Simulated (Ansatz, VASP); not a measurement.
# Cross-check of Si2Mo between VASP and Ansatz, part 2 of 2

Aim: how closely do two programs agree when they are given the same cell, functional and k mesh? The cell is taken from a series of runs on this material, whose earlier steps may have relaxed, scaled, displaced or heated it; both programs get it as it stands.

VASP 6.6.1 and Ansatz 0.2.0.

So far: The structure; VASP: zone-centre phonons, PBEsol.

## Step 3: Ansatz: zone-centre phonons, PBEsol

Level of this step: Ansatz beside VASP: Kohn-Sham DFT, plane waves, PBEsol (Ansatz).

Ansatz runs on its PAW soft_1 files.

The same cell, functional, mesh and smearing now go to Ansatz, which takes its cutoff from its data sets.

input.yaml reads:

```yaml
crystal:
  lattice:
    - [-1.6285390752, 1.6285390752, 3.9771688206]
    - [1.6285390752, -1.6285390752, 3.9771688206]
    - [1.6285390752, 1.6285390752, -3.9771688206]
  atoms:
    - { symbol: Si, position: [0.3360448321, 0.3360448321, 0.0] }
    - { symbol: Si, position: [0.6639551679, 0.6639551679, 0.0] }
    - { symbol: Mo, position: [0.0, 0.0, 0.0] }
kpoints:
  mp_grid: { grid: [20, 20, 20] }
hamiltonian:
  xc: pbesol
  pseudopotentials: { kind: paw, azcp: { folder: soft_1 }, xc_functional: pbe }
scf:
  occupations: { method: methfessel_paxton, width: 0.2 }
output:
  eigenvalues: true
phonons:
  method: dfpt
```

Started as:

```
$ ansatz run input.yaml --threads 4 --pin off --max-ram 10240MiB --backend cpu --events-out ev --progress --plain --runs-dir out
```

Numbers of over 12 decimals in the logs are rounded to 6 here.

The program printed:

```text
zone centre: on kpoints.mp_grid the ground state, and the responses unless they are solved on pairs of k-points, stand on 1166 of the mesh's 8000 k-points, reduced under 4 symmetry operations, with k and −k counted as one. Each operation leaves every solved displacement unchanged or reverses it
Engine: ansatz 0.2.0, x86_64-unknown-linux-gnu
Pseudopotentials: kind: paw
Pseudopotential: Si, paw, valence charge 4, recommended cutoff 420 eV (normal), soft_1/Si.paw.azcp
Pseudopotential: Mo, paw, valence charge 14, recommended cutoff 420 eV (normal), soft_1/Mo.paw.azcp
Functional definition: PBEsol
  exchange = pbesol_x
  correlation = pbesol_c
Crystal: 3 atoms, lattice volume = 42.192 Å³
Basis set: ecut = 420 eV, 849 PW (Γ), exchange–correlation on 64×64×64 points (8 copies of the dense FFT grid, shifted against one another)
Bands: 15, of which v1, the nominal top of the filled ones, is band 11 counted from 1 (10 counted from 0)
Symmetry: 16 space group operations
k-points: 1166 of 8000 (irreducible under 4 space group operations, time reversal used)
Non-local potential: Si, projectors of the file, l = 0: 2, l = 1: 2, l = 2: 1
Non-local potential: Mo, projectors of the file, l = 0: 3, l = 1: 2, l = 2: 2, l = 3: 1
PAW form: soft (Blöchl's): semilocal exchange-correlation on the pseudo side does not see the compensation charge
PAW frozen core: Si, regenerated for the run's functional, and the local potential with it (the file was generated under x = pbe(κ = 0.804, μ = 0.219515), c = pbe(β = 0.066725))
PAW frozen core: Mo, regenerated for the run's functional, and the local potential with it (the file was generated under x = pbe(κ = 0.804, μ = 0.219515), c = pbe(β = 0.066725))
PAW one-centre angular grid: Si, 110 points (default); XC on 64 Gauss nodes
PAW one-centre angular grid: Mo, 590 points (default); XC on 64 Gauss nodes
Initial density: superposition of atomic densities (chi_scale 0.1, normalization cell, long waves kept (reshape's long-wave potential 0.00 eV rms))
Initial wavefunctions: pseudopotential atomic-orbital guess
Functional: x = pbesol(κ = 0.804, μ = 0.123457), c = pbesol(β = 0.046)
SCF iter   1: F=—  HF=-6143.570965 eV  |F-HF|=—  |Δ(HF+E_count)|=         —  Δρ=9.40e-2  dr2=5.82e0  ethr=3.10e-3  ⟨swp⟩=5.2  Hψ=98778  notcnv=0
preconditioner: auto → Kerker (q_TF=auto, 2.448 Å⁻¹)  [metal: Δε(μ)=0.015 eV  Ē_g=7.839 eV  σ=0.200 eV  W_gap=0.06  n_scr=10 (ndim 8)  ℏωp=21.4 eV  f_vac=0.000  D(μ)=0.72/eV (n_scr^D=2)]
SCF iter   2: F=—  HF=-6142.283113 eV  |F-HF|=—  |Δ(HF+E_count)|=    1.29e0  S|Δr|=    0.00e0  Δρ=3.00e-2  dr2=2.77e-1  ethr=3.10e-3  ⟨swp⟩=2.3  Hψ=43664  notcnv=0
SCF iter   3: F=—  HF=-6142.230699 eV  |F-HF|=—  |Δ(HF+E_count)|=   5.24e-2  S|Δr|=    0.00e0  Δρ=1.51e-2  dr2=7.42e-2  ethr=1.26e-3  ⟨swp⟩=2.4  Hψ=22875  notcnv=0
SCF iter   4: F=—  HF=-6142.212912 eV  |F-HF|=—  |Δ(HF+E_count)|=   1.78e-2  S|Δr|=    0.00e0  Δρ=2.68e-3  dr2=3.24e-3  ethr=3.37e-4  ⟨swp⟩=2.4  Hψ=25717  notcnv=0
SCF iter   5: F=—  HF=-6142.211983 eV  |F-HF|=—  |Δ(HF+E_count)|=   9.29e-4  S|Δr|=    0.00e0  Δρ=3.00e-4  dr2=6.51e-5  ethr=1.47e-5  ⟨swp⟩=2.7  Hψ=28165  notcnv=0
SCF iter   6: F=—  HF=-6142.211971 eV  |F-HF|=—  |Δ(HF+E_count)|=   1.20e-5  S|Δr|=    0.00e0  Δρ=2.91e-5  dr2=3.53e-7  ethr=2.96e-7  ⟨swp⟩=2.4  Hψ=23602  notcnv=0
SCF iter   7: F=—  HF=-6142.211971 eV  |F-HF|=—  |Δ(HF+E_count)|=   1.69e-7  S|Δr|=    0.00e0  Δρ=5.07e-6  dr2=1.07e-8  ethr=1.61e-9  ⟨swp⟩=2.6  Hψ=29970  notcnv=0
SCF iter   8: F=—  HF=-6142.211971 eV  |F-HF|=—  |Δ(HF+E_count)|=   2.07e-9  S|Δr|=    0.00e0  Δρ=7.77e-7  dr2=3.10e-10  ethr=4.86e-11  ⟨swp⟩=2.1  Hψ=27395  notcnv=0
SCF iter   9: F=-6142.211971 eV  HF=-6142.211971 eV  |F-HF|=4.55e-12  |Δ(HF+E_count)|=  7.37e-11  S|Δr|=    0.00e0  Δρ=1.29e-7  dr2=6.51e-12  ethr=1.00e-12  ⟨swp⟩=3.8  Hψ=78837  notcnv=0
the search or the solves at the SCF's close seem to have found levels that the self-consistency loop had missed (the run counts 2). By its estimate they hold under 1e-12 electrons; where the run keeps them, the occupations were computed again with them
SCF 1 converged in 9 iterations: F = -6142.211971 eV  dr2 = 6.51e-12
  greatest PAW one-centre occupation: 0.999 electrons in one spin orbital (limit 2), on the Mo atom at site 2 (counted from 0), in its partial waves of l = 0
DFPT response loops at Γ: preconditioner auto → Kerker (q_TF=auto, 2.448 Å⁻¹) (partly filled bands, converged f_vac=0.000); β = 1.00, the filter's whole step (`scf.mixing.beta` (0.50) is not read by the response loops under this deck's `scf.mixing.preconditioner`; to damp them name `kerker` or `kerker_dos`, under which they read `scf.mixing.beta`, and type it under 1.00, their step now; both keys bind the ground state too); Broyden in place of MSR1
SCF converged after 9 iterations
Stability not checked: this state was not tested for a lower state beside it, because cold or Methfessel-Paxton smearing, or corrected tetrahedra, fill the levels in a way that the test cannot read (fill_not_monotonic; see scf.lower_state_search)
Free energy (F): -6142.211971 eV
Harris-Foulkes:  -6142.211971 eV  (|F-HF|=4.55e-12)
Internal energy: -6142.213119 eV  (E = F + TS)
E sigma→0 (E₀):  -6142.212258 eV
Entropy (-TS):   0.001148 eV (0.383 meV/atom)
Fermi energy:    14.973168 eV
--- Per-component energies (eV) ---
  E_band       = -65.785897
  E_kinetic    = 507.623980
  E_local      = -1165.505688  (includes V_loc(G=0)·N_el)
  E_nonlocal   = 194.038021
  E_hartree    = 440.166281
  E_xc         = -289.774150
  E_vxc        = -318.510769  (∫ρ·V_xc dr)
  E_paw        = -4149.543054  (= ΣΔE_a)
  E_vpaw       = -163.764095  (= ΣTr[D̂ρ^β])
  E_aug_tail   = 0.000101  (compensation charges beyond the density's cutoff)
  E_ewald      = -1679.491031
  E_core_change = 0.272421  (= ΣΔE_core)
  E_smearing   = 0.001148  (= −TS)
  E_closure    = 0.000000  (closes the sum)
  Σ components = -6142.211971   (vs F -6142.211971, Δ=0.00e0)
--- Band table (eV; the first three rows and the last of 1166) ---
  k-point 0: bands = [... 7 lower, 12.1038, 12.5114, 12.5114, 15.3074, 17.8865, 18.2960, 18.2960, 18.3624]
  k-point 1: bands = [... 7 lower, 12.1209, 12.3243, 12.8243, 15.0179, 17.6191, 18.1718, 18.3316, 18.4651]
  k-point 2: bands = [... 7 lower, 11.8515, 12.1750, 13.3320, 14.2974, 17.1793, 18.0856, 18.4192, 18.6113]
  k-point 1165: bands = [... 7 lower, 12.9511, 14.4444, 14.4444, 14.5208, 14.5208, 15.4283, 19.5608, 19.5920]
--- Phonons (Γ-DFPT): 4 representative perturbations + reference, on 1166 of 8000 k-points (Σ response iterations 12) ---
  k mesh reduced under 4 symmetry operations, with k and −k counted as one. Each operation leaves every solved displacement unchanged or reverses it
  ASR residual: 6.048e-5 → 0.000e0 eV/Å²; symmetrization residual: 3.708e-6 eV/Å²
  ASR residual per site (eV/Å²): 3.86e-5 3.86e-5 6.05e-5
  Γ frequencies (cm⁻¹): 0.00 0.00 0.00 244.64 244.64 280.89 295.88 295.88 404.83
  non-analytic LO–TO correction: not included (Born effective charges unavailable; polar crystals: no LO–TO splitting at Γ)
```

Reading the cycles: dr2 is the Hartree energy of the density residual (eV), the measure of convergence; HF is the Harris–Foulkes estimate of the energy, which meets the free energy F at convergence.

## Step 4: Side by side

Known differences besides the potentials themselves: the cutoff is 420 eV in Ansatz and 500 eV in VASP; Ansatz makes its cores anew for this functional, VASP keeps those of its PBE data sets. Total energies have different zeros and are not compared.

Compared:

| quantity | Ansatz | VASP | difference |
| --- | --- | --- | --- |
| optical mode 1 to 2 (cm⁻¹) | 244.6 | 245.8 | -0.46 % |
| optical mode 3 (cm⁻¹) | 280.9 | 282.0 | -0.41 % |
| optical mode 4 to 5 (cm⁻¹) | 295.9 | 296.7 | -0.28 % |
| optical mode 6 (cm⁻¹) | 404.8 | 405.4 | -0.13 % |

Modes are paired by rising frequency, not by their patterns, so a pair may set unlike modes beside each other; they are those without the splitting of longitudinal modes.

## Step 5: Outcome

- r.m.s. difference of the optical zone-centre modes, each program's sorted by frequency (zone-centre phonons, PBEsol): 0.96 cm⁻¹

What this shows: The r.m.s. difference of the optical zone-centre modes, each program's sorted by frequency is 0.96 cm⁻¹ (zone-centre phonons, PBEsol). How closely two codes agree says nothing of how well the functional describes the real material.

[Lines on the potential files, build, host, timing and source positions are cut from VASP's logs without a mark.]

[Logs are printed without paths, hosts, clocks, repeated set-up lines and the standing remarks that a program may print on its own settings, such as how far it seeks lower states.]

[Hosts, paths, dates, database ids (printed as entryN), source tags and the programs' standing remarks are cut or masked in the printed files.]
